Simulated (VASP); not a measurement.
OSZICAR of a VASP run on TcPt3 (space group I4/mmm):

### OSZICAR
```
       N       E                     dE             d eps       ncg     rms          rms(c)
DAV:   1     0.212719815362E+03    0.21272E+03   -0.17478E+04  2456   0.106E+03
DAV:   2    -0.263585722013E+02   -0.23908E+03   -0.23503E+03  2304   0.301E+02
DAV:   3    -0.345964408475E+02   -0.82379E+01   -0.79536E+01  2487   0.522E+01
DAV:   4    -0.347481883494E+02   -0.15175E+00   -0.15056E+00  2214   0.665E+00
DAV:   5    -0.347510623265E+02   -0.28740E-02   -0.28672E-02  2435   0.897E-01    0.291E+01
DAV:   6    -0.327296875954E+02    0.20214E+01   -0.54301E+00  2152   0.174E+01    0.131E+01
DAV:   7    -0.325847743511E+02    0.14491E+00   -0.25309E+00  2300   0.119E+01    0.503E+00
DAV:   8    -0.324532153088E+02    0.13156E+00   -0.10639E+00  2337   0.793E+00    0.354E+00
DAV:   9    -0.324399394724E+02    0.13276E-01   -0.28321E-01  2375   0.328E+00    0.162E+00
DAV:  10    -0.324232404404E+02    0.16699E-01   -0.84282E-02  2263   0.215E+00    0.281E-01
DAV:  11    -0.324229646367E+02    0.27580E-03   -0.24662E-03  2218   0.368E-01    0.508E-02
DAV:  12    -0.324229686057E+02   -0.39690E-05   -0.13773E-04  2332   0.896E-02    0.230E-02
DAV:  13    -0.324229682814E+02    0.32432E-06   -0.14442E-05  2274   0.295E-02    0.389E-03
DAV:  14    -0.324229684534E+02   -0.17195E-06   -0.61164E-07  1123   0.534E-03
   1 F= -.32422968E+02 E0= -.32420324E+02  d E =-.528807E-02
```

### Question
Which electronic solver shows in the log?

### Answer
It is blocked Davidson (ALGO = Normal, or the opening steps of other solvers). The INCAR had ALGO = Normal.

### Question
Can the final energy be trusted as converged?

### Answer
The calculation finished and met its thresholds. It stopped with EDIFF = 1E-6, NELM = 100 (PBEsol GGA, plane waves, VASP's PBE PAW potentials (set 64)).

The structure was generated: TcPt3 was put into an ordered model structure, which need not be its known phase. The cell was not relaxed at this level. The k-mesh is coarse (spacing up to 0.34 per Å, 2π included), so the numbers may not be converged in it. The electron count is odd and the run is not spin-polarised, which forces a metal.
